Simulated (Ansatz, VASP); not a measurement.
# Ge (Germanium): VASP beside Ansatz, part 3 of 4

Aim: how closely do two programs agree when they are given the same cell, functional and k mesh? The structure shown is the start of the Ansatz relaxation below; VASP solves that cell, so the two are compared at the walk's first step.

VASP 6.6.1 and Ansatz 0.2.0.

So far. Step 3 (VASP: single point, LDA, start cell, pair 1): The run ends at a pressure of -3.44 GPa, with forces up to 0.077 eV/Å.

### Step 4. Differences

Known differences besides the potentials themselves: the two LDA forms differ slightly; the cutoff is 420 eV in Ansatz and 410 eV in VASP; VASP's log shows a relativistic correction to its local exchange, Ansatz's none. Total energies have different zeros and are not compared.

Forces (eV/Å; atoms numbered as in POSCAR):

| atom | Ansatz x, y, z | VASP x, y, z |
| --- | --- | --- |
| Ge1 | -0.043, -0.043, -0.043 | -0.045, -0.045, -0.045 |
| Ge2 | 0.043, 0.043, 0.043 | 0.045, 0.045, 0.045 |

The forces differ by 1.8 meV/Å r.m.s., which is 4.1 % of the r.m.s. force of 0.045 eV/Å (both taken over all components).

### Step 5. Further runs

Further runs change the set-up of one program: Ansatz's method, potentials or start, or VASP's data sets, cutoff or form of LDA. The table gives that difference for each run.

| run | r.m.s. force difference (meV/Å) |
| --- | --- |
| as above | 1.8 |
| VASP with a cutoff of 500 eV (perhaps on Ansatz's relaxed cell) | 2.5 |

### Step 6. Ansatz: relaxation, LDA

The two programs are compared at the cell with which this relaxation starts, whose forces are those of its first step. The cell compared in this pair holds 41.86 Å³, against 46.74 Å³ for the pair before.

The structure compared here is the start of the Ansatz relaxation; VASP solves that cell, so the two are compared at the walk's first step.

Input file input.yaml:

```yaml
crystal:
  lattice:
    - [0.0, 2.6983129656, 2.8747093235]
    - [2.6983129656, 0.0, 2.8747093235]
    - [2.6983129656, 2.6983129656, 0.0]
  atoms:
    - { symbol: Ge, position: [0.4999723599, 0.4999723599, 0.4999991143] }
    - { symbol: Ge, position: [0.7500276401, 0.7500276401, 0.7500008857] }
  conventional_axes: [[-1, 1, 1], [1, -1, 1], [1, 1, -1]]
kpoints:
  mp_grid: { grid: [12, 12, 12], shift: [0.5, 0.5, 0.5] }
hamiltonian:
  xc: lda
  pseudopotentials: { kind: paw, azcp: { folder: soft_1 }, xc_functional: pbe }
scf:
  occupations: { method: gaussian, width: 0.015 }
output:
  forces: true
  stress: true
  eigenvalues: true
relax:
  adjacent_minimum: "off"
  f_tol: 0.001
  max_steps: 60
  cell: { stress_tol: 0.01, fix: [a, b, angles] }
```

Started as:

```sh
ansatz run input.yaml --threads 4 --pin off --max-ram 10240MiB --backend cpu --events-out ev --progress --plain --runs-dir out
```

Numbers of over 12 decimals in the logs are rounded to 6 here.

Output:

```text
[...]
Crystal: 2 atoms, lattice volume = 41.861 Å³
Basis set: ecut = 420 eV, 805 PW (Γ)
Bands: 18, of which v1, the nominal top of the filled ones, is band 14 counted from 1 (13 counted from 0)
Symmetry: 4 space group operations
[...]
k-points: 468 of 1728
[...]
k-point 467: bands = [... 10 lower, -1.8223, 1.2642, 6.8873, 7.5228, 10.0735, 12.9621, 13.2436, 16.7270]
--- Relaxed structure (3 steps of the walk, 3 accepted, 1 SCFs on fresh bases) ---
[...]
cell:  # Å, volume = 42.1732 Å³
    - [0, 2.6983129656, 2.896154]
    - [2.6983129656, 0, 2.896154]
    - [2.6983129656, 2.6983129656, 0]
  atoms:
    - { symbol: Ge, position: [0.499978, 0.499978, 0.499992] }
    - { symbol: Ge, position: [0.750022, 0.750022, 0.750008] }
[key lines of the parts left out:]
SCF converged after 5 iterations
Free energy (F): -8431.389611 eV
Fermi energy:    9.371308 eV
P = ⅓ Tr σ = 4.1772 GPa (41.772 kbar)
```

### Step 7. VASP: single point, LDA, start cell, pair 2

The same cell, functional (in two slightly different forms), mesh and smearing now go to VASP, with its own data sets.

Input file INCAR:

```
SYSTEM = Ge
PREC = Accurate
ENCUT = 410
EDIFF = 1E-06
NELM = 120
ISMEAR = 0
SIGMA = 0.015
LREAL = .FALSE.
ALGO = Normal
GGA = CA
NBANDS = 20
LORBIT = 11
LWAVE = .FALSE.
LCHARG = .FALSE.
ISIF = 2
ISYM = 2
LASPH = .TRUE.
GGA_COMPAT = .FALSE.
KPAR = 2
```

Input file POSCAR:

```
Ge
1.0
    0.0000000000      2.6983130000      2.8747090000
    2.6983130000      0.0000000000      2.8747090000
    2.6983130000      2.6983130000      0.0000000000
Ge
2
Direct
    0.4999723450      0.4999723450      0.4999991186
    0.7500277419      0.7500277419      0.7500006091
```

Input file KPOINTS:

```
Points of the shifted mesh
1728
Reciprocal
 0.0416666667  0.0416666667  0.0416666667 1
 0.0416666667  0.0416666667  0.1250000000 1
 0.0416666667  0.0416666667  0.2083333333 1
 0.0416666667  0.0416666667  0.2916666667 1
 0.0416666667  0.0416666667  0.3750000000 1
 0.0416666667  0.0416666667  0.4583333333 1
 0.0416666667  0.0416666667  0.5416666667 1
 0.0416666667  0.0416666667  0.6250000000 1
 0.0416666667  0.0416666667  0.7083333333 1
 0.0416666667  0.0416666667  0.7916666667 1
 0.0416666667  0.0416666667  0.8750000000 1
 0.0416666667  0.0416666667  0.9583333333 1
 0.0416666667  0.1250000000  0.0416666667 1
 0.0416666667  0.1250000000  0.1250000000 1
 0.0416666667  0.1250000000  0.2083333333 1
 0.0416666667  0.1250000000  0.2916666667 1
 0.0416666667  0.1250000000  0.3750000000 1
 0.0416666667  0.1250000000  0.4583333333 1
 0.0416666667  0.1250000000  0.5416666667 1
 0.0416666667  0.1250000000  0.6250000000 1
 0.0416666667  0.1250000000  0.7083333333 1
 0.0416666667  0.1250000000  0.7916666667 1
 0.0416666667  0.1250000000  0.8750000000 1
 0.0416666667  0.1250000000  0.9583333333 1
 0.0416666667  0.2083333333  0.0416666667 1
 0.0416666667  0.2083333333  0.1250000000 1
 0.0416666667  0.2083333333  0.2083333333 1
 0.0416666667  0.2083333333  0.2916666667 1
 0.0416666667  0.2083333333  0.3750000000 1
 0.0416666667  0.2083333333  0.4583333333 1
 0.0416666667  0.2083333333  0.5416666667 1
 0.0416666667  0.2083333333  0.6250000000 1
 0.0416666667  0.2083333333  0.7083333333 1
 0.0416666667  0.2083333333  0.7916666667 1
 0.0416666667  0.2083333333  0.8750000000 1
 0.0416666667  0.2083333333  0.9583333333 1
 0.0416666667  0.2916666667  0.0416666667 1
 0.0416666667  0.2916666667  0.1250000000 1
 0.0416666667  0.2916666667  0.2083333333 1
 0.0416666667  0.2916666667  0.2916666667 1
 0.0416666667  0.2916666667  0.3750000000 1
 0.0416666667  0.2916666667  0.4583333333 1
 0.0416666667  0.2916666667  0.5416666667 1
 0.0416666667  0.2916666667  0.6250000000 1
 0.0416666667  0.2916666667  0.7083333333 1
 0.0416666667  0.2916666667  0.7916666667 1
 0.0416666667  0.2916666667  0.8750000000 1
 0.0416666667  0.2916666667  0.9583333333 1
 0.0416666667  0.3750000000  0.0416666667 1
 0.0416666667  0.3750000000  0.1250000000 1
 0.0416666667  0.3750000000  0.2083333333 1
 0.0416666667  0.3750000000  0.2916666667 1
 0.0416666667  0.3750000000  0.3750000000 1
 0.0416666667  0.3750000000  0.4583333333 1
 0.0416666667  0.3750000000  0.5416666667 1
 0.0416666667  0.3750000000  0.6250000000 1
 0.0416666667  0.3750000000  0.7083333333 1
 0.0416666667  0.3750000000  0.7916666667 1
 0.0416666667  0.3750000000  0.8750000000 1
 0.0416666667  0.3750000000  0.9583333333 1
 0.0416666667  0.4583333333  0.0416666667 1
 0.0416666667  0.4583333333  0.1250000000 1
 0.0416666667  0.4583333333  0.2083333333 1
 0.0416666667  0.4583333333  0.2916666667 1
 0.0416666667  0.4583333333  0.3750000000 1
 0.0416666667  0.4583333333  0.4583333333 1
 0.0416666667  0.4583333333  0.5416666667 1
 0.0416666667  0.4583333333  0.6250000000 1
 0.0416666667  0.4583333333  0.7083333333 1
 0.0416666667  0.4583333333  0.7916666667 1
 0.0416666667  0.4583333333  0.8750000000 1
 0.0416666667  0.4583333333  0.9583333333 1
 0.0416666667  0.5416666667  0.0416666667 1
 0.0416666667  0.5416666667  0.1250000000 1
 0.0416666667  0.5416666667  0.2083333333 1
 0.0416666667  0.5416666667  0.2916666667 1
 0.0416666667  0.5416666667  0.3750000000 1
 0.0416666667  0.5416666667  0.4583333333 1
 0.0416666667  0.5416666667  0.5416666667 1
 0.0416666667  0.5416666667  0.6250000000 1
 0.0416666667  0.5416666667  0.7083333333 1
 0.0416666667  0.5416666667  0.7916666667 1
 0.0416666667  0.5416666667  0.8750000000 1
 0.0416666667  0.5416666667  0.9583333333 1
 0.0416666667  0.6250000000  0.0416666667 1
 0.0416666667  0.6250000000  0.1250000000 1
 0.0416666667  0.6250000000  0.2083333333 1
 0.0416666667  0.6250000000  0.2916666667 1
 0.0416666667  0.6250000000  0.3750000000 1
 0.0416666667  0.6250000000  0.4583333333 1
 0.0416666667  0.6250000000  0.5416666667 1
 0.0416666667  0.6250000000  0.6250000000 1
 0.0416666667  0.6250000000  0.7083333333 1
 0.0416666667  0.6250000000  0.7916666667 1
 0.0416666667  0.6250000000  0.8750000000 1
 0.0416666667  0.6250000000  0.9583333333 1
 0.0416666667  0.7083333333  0.0416666667 1
 0.0416666667  0.7083333333  0.1250000000 1
 0.0416666667  0.7083333333  0.2083333333 1
 0.0416666667  0.7083333333  0.2916666667 1
 0.0416666667  0.7083333333  0.3750000000 1
 0.0416666667  0.7083333333  0.4583333333 1
 0.0416666667  0.7083333333  0.5416666667 1
 0.0416666667  0.7083333333  0.6250000000 1
 0.0416666667  0.7083333333  0.7083333333 1
 0.0416666667  0.7083333333  0.7916666667 1
 0.0416666667  0.7083333333  0.8750000000 1
 0.0416666667  0.7083333333  0.9583333333 1
 0.0416666667  0.7916666667  0.0416666667 1
 0.0416666667  0.7916666667  0.1250000000 1
 0.0416666667  0.7916666667  0.2083333333 1
 0.0416666667  0.7916666667  0.2916666667 1
[... 1390 lines left out ...]
 0.8750000000  0.4583333333  0.1250000000 1
 0.8750000000  0.4583333333  0.2083333333 1
 0.8750000000  0.4583333333  0.2916666667 1
 0.8750000000  0.4583333333  0.3750000000 1
 0.8750000000  0.4583333333  0.4583333333 1
 0.8750000000  0.4583333333  0.5416666667 1
 0.8750000000  0.4583333333  0.6250000000 1
 0.8750000000  0.4583333333  0.7083333333 1
 0.8750000000  0.4583333333  0.7916666667 1
 0.8750000000  0.4583333333  0.8750000000 1
 0.8750000000  0.4583333333  0.9583333333 1
 0.8750000000  0.5416666667  0.0416666667 1
 0.8750000000  0.5416666667  0.1250000000 1
 0.8750000000  0.5416666667  0.2083333333 1
 0.8750000000  0.5416666667  0.2916666667 1
 0.8750000000  0.5416666667  0.3750000000 1
 0.8750000000  0.5416666667  0.4583333333 1
 0.8750000000  0.5416666667  0.5416666667 1
 0.8750000000  0.5416666667  0.6250000000 1
 0.8750000000  0.5416666667  0.7083333333 1
 0.8750000000  0.5416666667  0.7916666667 1
 0.8750000000  0.5416666667  0.8750000000 1
 0.8750000000  0.5416666667  0.9583333333 1
 0.8750000000  0.6250000000  0.0416666667 1
 0.8750000000  0.6250000000  0.1250000000 1
 0.8750000000  0.6250000000  0.2083333333 1
 0.8750000000  0.6250000000  0.2916666667 1
 0.8750000000  0.6250000000  0.3750000000 1
 0.8750000000  0.6250000000  0.4583333333 1
 0.8750000000  0.6250000000  0.5416666667 1
 0.8750000000  0.6250000000  0.6250000000 1
 0.8750000000  0.6250000000  0.7083333333 1
 0.8750000000  0.6250000000  0.7916666667 1
 0.8750000000  0.6250000000  0.8750000000 1
 0.8750000000  0.6250000000  0.9583333333 1
 0.8750000000  0.7083333333  0.0416666667 1
 0.8750000000  0.7083333333  0.1250000000 1
 0.8750000000  0.7083333333  0.2083333333 1
 0.8750000000  0.7083333333  0.2916666667 1
 0.8750000000  0.7083333333  0.3750000000 1
 0.8750000000  0.7083333333  0.4583333333 1
 0.8750000000  0.7083333333  0.5416666667 1
 0.8750000000  0.7083333333  0.6250000000 1
 0.8750000000  0.7083333333  0.7083333333 1
 0.8750000000  0.7083333333  0.7916666667 1
 0.8750000000  0.7083333333  0.8750000000 1
 0.8750000000  0.7083333333  0.9583333333 1
 0.8750000000  0.7916666667  0.0416666667 1
 0.8750000000  0.7916666667  0.1250000000 1
 0.8750000000  0.7916666667  0.2083333333 1
 0.8750000000  0.7916666667  0.2916666667 1
 0.8750000000  0.7916666667  0.3750000000 1
 0.8750000000  0.7916666667  0.4583333333 1
 0.8750000000  0.7916666667  0.5416666667 1
 0.8750000000  0.7916666667  0.6250000000 1
 0.8750000000  0.7916666667  0.7083333333 1
 0.8750000000  0.7916666667  0.7916666667 1
 0.8750000000  0.7916666667  0.8750000000 1
 0.8750000000  0.7916666667  0.9583333333 1
 0.8750000000  0.8750000000  0.0416666667 1
 0.8750000000  0.8750000000  0.1250000000 1
 0.8750000000  0.8750000000  0.2083333333 1
 0.8750000000  0.8750000000  0.2916666667 1
 0.8750000000  0.8750000000  0.3750000000 1
 0.8750000000  0.8750000000  0.4583333333 1
 0.8750000000  0.8750000000  0.5416666667 1
 0.8750000000  0.8750000000  0.6250000000 1
 0.8750000000  0.8750000000  0.7083333333 1
 0.8750000000  0.8750000000  0.7916666667 1
 0.8750000000  0.8750000000  0.8750000000 1
 0.8750000000  0.8750000000  0.9583333333 1
 0.8750000000  0.9583333333  0.0416666667 1
 0.8750000000  0.9583333333  0.1250000000 1
 0.8750000000  0.9583333333  0.2083333333 1
 0.8750000000  0.9583333333  0.2916666667 1
 0.8750000000  0.9583333333  0.3750000000 1
 0.8750000000  0.9583333333  0.4583333333 1
 0.8750000000  0.9583333333  0.5416666667 1
 0.8750000000  0.9583333333  0.6250000000 1
 0.8750000000  0.9583333333  0.7083333333 1
 0.8750000000  0.9583333333  0.7916666667 1
 0.8750000000  0.9583333333  0.8750000000 1
 0.8750000000  0.9583333333  0.9583333333 1
 0.9583333333  0.0416666667  0.0416666667 1
 0.9583333333  0.0416666667  0.1250000000 1
 0.9583333333  0.0416666667  0.2083333333 1
 0.9583333333  0.0416666667  0.2916666667 1
 0.9583333333  0.0416666667  0.3750000000 1
 0.9583333333  0.0416666667  0.4583333333 1
 0.9583333333  0.0416666667  0.5416666667 1
 0.9583333333  0.0416666667  0.6250000000 1
 0.9583333333  0.0416666667  0.7083333333 1
 0.9583333333  0.0416666667  0.7916666667 1
 0.9583333333  0.0416666667  0.8750000000 1
 0.9583333333  0.0416666667  0.9583333333 1
 0.9583333333  0.1250000000  0.0416666667 1
 0.9583333333  0.1250000000  0.1250000000 1
 0.9583333333  0.1250000000  0.2083333333 1
 0.9583333333  0.1250000000  0.2916666667 1
 0.9583333333  0.1250000000  0.3750000000 1
 0.9583333333  0.1250000000  0.4583333333 1
 0.9583333333  0.1250000000  0.5416666667 1
 0.9583333333  0.1250000000  0.6250000000 1
 0.9583333333  0.1250000000  0.7083333333 1
 0.9583333333  0.1250000000  0.7916666667 1
 0.9583333333  0.1250000000  0.8750000000 1
 0.9583333333  0.1250000000  0.9583333333 1
 0.9583333333  0.2083333333  0.0416666667 1
 0.9583333333  0.2083333333  0.1250000000 1
 0.9583333333  0.2083333333  0.2083333333 1
 0.9583333333  0.2083333333  0.2916666667 1
 0.9583333333  0.2083333333  0.3750000000 1
 0.9583333333  0.2083333333  0.4583333333 1
 0.9583333333  0.2083333333  0.5416666667 1
 0.9583333333  0.2083333333  0.6250000000 1
 0.9583333333  0.2083333333  0.7083333333 1
 0.9583333333  0.2083333333  0.7916666667 1
 0.9583333333  0.2083333333  0.8750000000 1
 0.9583333333  0.2083333333  0.9583333333 1
 0.9583333333  0.2916666667  0.0416666667 1
 0.9583333333  0.2916666667  0.1250000000 1
 0.9583333333  0.2916666667  0.2083333333 1
 0.9583333333  0.2916666667  0.2916666667 1
 0.9583333333  0.2916666667  0.3750000000 1
 0.9583333333  0.2916666667  0.4583333333 1
 0.9583333333  0.2916666667  0.5416666667 1
 0.9583333333  0.2916666667  0.6250000000 1
 0.9583333333  0.2916666667  0.7083333333 1
 0.9583333333  0.2916666667  0.7916666667 1
 0.9583333333  0.2916666667  0.8750000000 1
 0.9583333333  0.2916666667  0.9583333333 1
 0.9583333333  0.3750000000  0.0416666667 1
 0.9583333333  0.3750000000  0.1250000000 1
 0.9583333333  0.3750000000  0.2083333333 1
 0.9583333333  0.3750000000  0.2916666667 1
 0.9583333333  0.3750000000  0.3750000000 1
 0.9583333333  0.3750000000  0.4583333333 1
 0.9583333333  0.3750000000  0.5416666667 1
 0.9583333333  0.3750000000  0.6250000000 1
 0.9583333333  0.3750000000  0.7083333333 1
 0.9583333333  0.3750000000  0.7916666667 1
 0.9583333333  0.3750000000  0.8750000000 1
 0.9583333333  0.3750000000  0.9583333333 1
 0.9583333333  0.4583333333  0.0416666667 1
 0.9583333333  0.4583333333  0.1250000000 1
 0.9583333333  0.4583333333  0.2083333333 1
 0.9583333333  0.4583333333  0.2916666667 1
 0.9583333333  0.4583333333  0.3750000000 1
 0.9583333333  0.4583333333  0.4583333333 1
 0.9583333333  0.4583333333  0.5416666667 1
 0.9583333333  0.4583333333  0.6250000000 1
 0.9583333333  0.4583333333  0.7083333333 1
 0.9583333333  0.4583333333  0.7916666667 1
 0.9583333333  0.4583333333  0.8750000000 1
 0.9583333333  0.4583333333  0.9583333333 1
 0.9583333333  0.5416666667  0.0416666667 1
 0.9583333333  0.5416666667  0.1250000000 1
 0.9583333333  0.5416666667  0.2083333333 1
 0.9583333333  0.5416666667  0.2916666667 1
 0.9583333333  0.5416666667  0.3750000000 1
 0.9583333333  0.5416666667  0.4583333333 1
 0.9583333333  0.5416666667  0.5416666667 1
 0.9583333333  0.5416666667  0.6250000000 1
 0.9583333333  0.5416666667  0.7083333333 1
 0.9583333333  0.5416666667  0.7916666667 1
 0.9583333333  0.5416666667  0.8750000000 1
 0.9583333333  0.5416666667  0.9583333333 1
 0.9583333333  0.6250000000  0.0416666667 1
 0.9583333333  0.6250000000  0.1250000000 1
 0.9583333333  0.6250000000  0.2083333333 1
 0.9583333333  0.6250000000  0.2916666667 1
 0.9583333333  0.6250000000  0.3750000000 1
 0.9583333333  0.6250000000  0.4583333333 1
 0.9583333333  0.6250000000  0.5416666667 1
 0.9583333333  0.6250000000  0.6250000000 1
 0.9583333333  0.6250000000  0.7083333333 1
 0.9583333333  0.6250000000  0.7916666667 1
 0.9583333333  0.6250000000  0.8750000000 1
 0.9583333333  0.6250000000  0.9583333333 1
 0.9583333333  0.7083333333  0.0416666667 1
 0.9583333333  0.7083333333  0.1250000000 1
 0.9583333333  0.7083333333  0.2083333333 1
 0.9583333333  0.7083333333  0.2916666667 1
 0.9583333333  0.7083333333  0.3750000000 1
 0.9583333333  0.7083333333  0.4583333333 1
 0.9583333333  0.7083333333  0.5416666667 1
 0.9583333333  0.7083333333  0.6250000000 1
 0.9583333333  0.7083333333  0.7083333333 1
 0.9583333333  0.7083333333  0.7916666667 1
 0.9583333333  0.7083333333  0.8750000000 1
 0.9583333333  0.7083333333  0.9583333333 1
 0.9583333333  0.7916666667  0.0416666667 1
 0.9583333333  0.7916666667  0.1250000000 1
 0.9583333333  0.7916666667  0.2083333333 1
 0.9583333333  0.7916666667  0.2916666667 1
 0.9583333333  0.7916666667  0.3750000000 1
 0.9583333333  0.7916666667  0.4583333333 1
 0.9583333333  0.7916666667  0.5416666667 1
 0.9583333333  0.7916666667  0.6250000000 1
 0.9583333333  0.7916666667  0.7083333333 1
 0.9583333333  0.7916666667  0.7916666667 1
 0.9583333333  0.7916666667  0.8750000000 1
 0.9583333333  0.7916666667  0.9583333333 1
 0.9583333333  0.8750000000  0.0416666667 1
 0.9583333333  0.8750000000  0.1250000000 1
 0.9583333333  0.8750000000  0.2083333333 1
 0.9583333333  0.8750000000  0.2916666667 1
 0.9583333333  0.8750000000  0.3750000000 1
 0.9583333333  0.8750000000  0.4583333333 1
 0.9583333333  0.8750000000  0.5416666667 1
 0.9583333333  0.8750000000  0.6250000000 1
 0.9583333333  0.8750000000  0.7083333333 1
 0.9583333333  0.8750000000  0.7916666667 1
 0.9583333333  0.8750000000  0.8750000000 1
 0.9583333333  0.8750000000  0.9583333333 1
 0.9583333333  0.9583333333  0.0416666667 1
 0.9583333333  0.9583333333  0.1250000000 1
 0.9583333333  0.9583333333  0.2083333333 1
 0.9583333333  0.9583333333  0.2916666667 1
 0.9583333333  0.9583333333  0.3750000000 1
 0.9583333333  0.9583333333  0.4583333333 1
 0.9583333333  0.9583333333  0.5416666667 1
 0.9583333333  0.9583333333  0.6250000000 1
 0.9583333333  0.9583333333  0.7083333333 1
 0.9583333333  0.9583333333  0.7916666667 1
 0.9583333333  0.9583333333  0.8750000000 1
 0.9583333333  0.9583333333  0.9583333333 1
```

PAW data sets: Ge_d (LDA family, release 64).

Started as:

```sh
mpirun -np 2 vasp_std
```

Output:

```text
[... set-up lines as in an earlier step ...]
 entering main loop
       N       E                     dE             d eps       ncg     rms          rms(c)
DAV:   1     0.169069409008E+03    0.16907E+03   -0.13252E+04 74948   0.343E+03
DAV:   2     0.121448280810E+02   -0.15692E+03   -0.15279E+03 69332   0.531E+02
DAV:   3    -0.988266392550E+01   -0.22027E+02   -0.21892E+02 77928   0.135E+02
DAV:   4    -0.105213007526E+02   -0.63864E+00   -0.63828E+00 77532   0.273E+01
[...]
DAV:   9    -0.103225241568E+02   -0.18102E-04   -0.10138E-04 79672   0.100E-01    0.149E-02
DAV:  10    -0.103225206373E+02    0.35194E-05   -0.96943E-06 87956   0.476E-02    0.442E-03
DAV:  11    -0.103225203261E+02    0.31124E-06   -0.13678E-06 57540   0.803E-03
   1 F= -.10322520E+02 E0= -.10322520E+02  d E =-.692251E-10
```

Parts of OUTCAR (step 7):

```text
  Total        1.7348740      1.7348740      0.2817129     -0.0032542     -0.0014397     -0.0014397
  in kB       66.4002901     66.4002901     10.7822364     -0.1245491     -0.0551040     -0.0551037
  external PRESSURE =      47.8609389 kB  Pullay stress =       0.0000000 kB

 POSITION                                       TOTAL-FORCE (eV/Angst)
 -----------------------------------------------------------------------------------
      2.69824      2.69824      2.87455         0.000456      0.000456      0.000776
      4.04755      4.04755      4.31222        -0.000456     -0.000456     -0.000776
 -----------------------------------------------------------------------------------
    total drift:                                0.000000      0.000000     -0.000000

  FREE ENERGIE OF THE ION-ELECTRON SYSTEM (eV)
  ---------------------------------------------------
  free  energy   TOTEN  =       -10.3225203261 eV

  energy  without entropy=      -10.3225203260  energy(sigma->0) =      -10.32252033

[... 1 part as in an earlier step ...]

[... 2 further parts left out ...]
[key lines of the parts left out:]
E-fermi :   5.7103
```

The run ends at a pressure of 4.79 GPa, with forces up to 0.0010 eV/Å.

### Step 8. Differences

The forces differ by 0.17 meV/Å r.m.s.; no other quantity is compared for this pair.

### Step 9. What the set-up changes

Further runs change the set-up of one program: Ansatz's method, potentials or start, or VASP's data sets, cutoff or form of LDA. The table gives that difference for each run.

| run | r.m.s. force difference (meV/Å) |
| --- | --- |
| as above | 0.17 |
| VASP with a cutoff of 500 eV (perhaps on Ansatz's relaxed cell) | 0.72 |

(Continued in part 4 of 4.)

[Lines on the potential files, build, host, timing and source positions are cut from VASP's logs without a mark.]

[Logs are printed without paths, hosts, clocks, repeated set-up lines and the standing remarks that a program may print on its own settings, such as how far it seeks lower states.]

[Hosts, paths, dates, database ids (printed as entryN), source tags and the programs' standing remarks are cut or masked in the printed files.]

[Rows of further runs with another cutoff or data set may stand on the cell that Ansatz relaxed, not on the start cell of the pair above them.]
